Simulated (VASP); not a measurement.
All values below come from r2SCAN meta-GGA, VASP's PBE PAW potentials (set 64) (plane waves; VASP).

The input files of a VASP run:

### INCAR
```
SYSTEM  =  Co
PREC  =  Accurate; ENCUT  =  480; LREAL  =  .False.
LASPH  =  .True.
EDIFF  =  1E-7; NELM  =  100; ALGO  =  Normal
LMAXMIX  =  4; LMIXTAU  =  .True.
ISMEAR  =  1; SIGMA  =  0.1
METAGGA  =  R2SCAN
MAGMOM  =  1.7 1.7
ISPIN  =  2
ISIF  =  2
LWAVE  =  .False.; LCHARG  =  .False.; LORBIT  =  10
```

File KPOINTS:
```
Automatic mesh
0
Gamma
16 16 8
0 0 0
```

File POSCAR:
```
Co
1
    1.2128099715    -2.1006487103     0.0000000000
    1.2128099715     2.1006487103     0.0000000000
    0.0000000000     0.0000000000     3.9546420114
Co
2
Direct
  0.3333330000   0.6666670000   0.2500000000
  0.6666670000   0.3333330000   0.7500000000
```

POTCAR, in this order: Co (PBE.64 set). Program: vasp_std.

Output

File OSZICAR:
```
       N       E                     dE             d eps       ncg     rms          rms(c)
DAV:   1     0.654784489661E+02    0.65478E+02   -0.82741E+03  9168   0.159E+03
DAV:   2    -0.289048201574E+02   -0.94383E+02   -0.87528E+02  9042   0.259E+02
DAV:   3    -0.312936511394E+02   -0.23888E+01   -0.23413E+01 10561   0.587E+01
DAV:   4    -0.313344564316E+02   -0.40805E-01   -0.40796E-01 13305   0.566E+00
DAV:   5    -0.313347312482E+02   -0.27482E-03   -0.27482E-03 10927   0.479E-01    0.188E+01
DAV:   6    -0.270477404691E+02    0.42870E+01   -0.21424E+01 10099   0.981E+01    0.942E+00
DAV:   7    -0.263714439384E+02    0.67630E+00   -0.24982E+00 10883   0.319E+01    0.552E+00
DAV:   8    -0.263924393739E+02   -0.20995E-01   -0.79798E-02 11842   0.256E+00    0.246E+00
DAV:   9    -0.263666446755E+02    0.25795E-01   -0.21246E-02 12556   0.243E+00    0.784E-01
DAV:  10    -0.263649005318E+02    0.17441E-02   -0.66227E-03 11617   0.141E+00    0.164E-01
DAV:  11    -0.263649293655E+02   -0.28834E-04   -0.64512E-04 12105   0.361E-01    0.112E-01
DAV:  12    -0.263649938947E+02   -0.64529E-04   -0.35749E-05 11755   0.778E-02    0.551E-02
DAV:  13    -0.263650071519E+02   -0.13257E-04   -0.21319E-05 11525   0.644E-02    0.135E-02
DAV:  14    -0.263650116223E+02   -0.44704E-05   -0.43149E-06  9745   0.290E-02    0.815E-03
DAV:  15    -0.263650113358E+02    0.28650E-06   -0.35091E-07 11452   0.866E-03    0.184E-03
DAV:  16    -0.263650106668E+02    0.66898E-06   -0.13002E-07  5698   0.543E-03    0.164E-03
DAV:  17    -0.263650109802E+02   -0.31343E-06   -0.45052E-08  4997   0.263E-03    0.698E-04
DAV:  18    -0.263650107016E+02    0.27861E-06   -0.91442E-09  4892   0.115E-03    0.179E-04
DAV:  19    -0.263650106605E+02    0.41070E-07   -0.19833E-09  4843   0.594E-04
   1 F= -.26365011E+02 E0= -.26364779E+02  d E =-.694063E-03  mag=     3.4535
```

OUTCAR:
```
------------------------ aborting loop because EDIFF is reached ----------------------------------------
  FORCE on cell =-STRESS in cart. coord.  units (eV):
  Direction    XX          YY          ZZ          XY          YZ          ZX
  --------------------------------------------------------------------------------------
  Total        1.8588327      1.8588331      1.6547822      0.0000000     -0.0000000      0.0000000
  in kB      147.7976464    147.7976774    131.5733915      0.0000000     -0.0000000      0.0000000
  external PRESSURE =     142.3895718 kB  Pullay stress =       0.0000000 kB
  volume of cell :       20.15
      direct lattice vectors                 reciprocal lattice vectors
     1.212809972 -2.100648710  0.000000000     0.412265740 -0.238021711  0.000000000
     1.212809972  2.100648710  0.000000000     0.412265740  0.238021711  0.000000000
     0.000000000  0.000000000  3.954642011     0.000000000  0.000000000  0.252867389
 POSITION                                       TOTAL-FORCE (eV/Angst)
 -----------------------------------------------------------------------------------
      1.21281      0.70022      0.98866         0.000000      0.000000      0.000000
      1.21281     -0.70022      2.96598        -0.000000     -0.000000      0.000000
 -----------------------------------------------------------------------------------
    total drift:                                0.000022     -0.000011     -0.000027
  FREE ENERGIE OF THE ION-ELECTRON SYSTEM (eV)
  ---------------------------------------------------
  free  energy   TOTEN  =       -26.3650106605 eV

  energy  without entropy=      -26.3643165979  energy(sigma->0) =      -26.36477931

 total charge

# of ion       s       p       d       tot
------------------------------------------
    1        0.544   0.629   7.280   8.453
    2        0.544   0.629   7.280   8.453
--------------------------------------------------
tot          1.088   1.258  14.560  16.906

 magnetization (x)

# of ion       s       p       d       tot
------------------------------------------
    1       -0.012  -0.085   1.868   1.771
    2       -0.012  -0.085   1.868   1.771
--------------------------------------------------
tot         -0.024  -0.169   3.736   3.543
```
(Selected blocks of OUTCAR.)

File OUTCAR:
```
 val. band max:       11.3799846192   @ k =   0.2500   0.0000   0.3750

 cond. band min:      11.3855521450   @ k =   0.1250   0.0000   0.1250


 Fermi energy:        11.3846655903

 spin component 1

 k-point     1 :       0.0000    0.0000    0.0000
  band No.  band energies     occupation
      1       1.6013      1.00000
      2       5.2769      1.00000
      3       7.8927      1.00000
      4       7.9591      1.00000
      5       7.9592      1.00000
      6       8.2940      1.00000
      7       8.2941      1.00000
      8       8.6897      1.00000
      9       8.6897      1.00000
     10       9.8804      1.00000
     11       9.8804      1.00000
     12      11.0376      1.00001
     13      18.1555      0.00000
     14      34.8527      0.00000
     15      38.2245      0.00000

 k-point     2 :       0.0625    0.0000    0.0000
  band No.  band energies     occupation
      1       1.7524      1.00000
      2       5.3671      1.00000
      3       7.7535      1.00000
      4       8.0313      1.00000
      5       8.0796      1.00000
      6       8.2601      1.00000
      7       8.3583      1.00000
      8       8.6103      1.00000
      9       8.6447      1.00000
     10       9.3379      1.00000
     11       9.8993      1.00000
     12      11.7574     -0.00000
     13      18.1815      0.00000
     14      33.8638      0.00000
     15      36.0658      0.00000

 k-point     3 :       0.1250    0.0000    0.0000
  band No.  band energies     occupation
      1       2.1956      1.00000
      2       5.6109      1.00000
      3       7.5465      1.00000
      4       8.1258      1.00000
      5       8.2103      1.00000
      6       8.2406      1.00000
      7       8.3027      1.00000
      8       8.5249      1.00000
      9       8.5438      1.00000
     10       8.8175      1.00000
     11       9.9450      1.00000
     12      12.9754     -0.00000
     13      18.2671      0.00000
...
```

The compound is Co in the hcp structure. This cell was strained or had an atom moved on purpose.
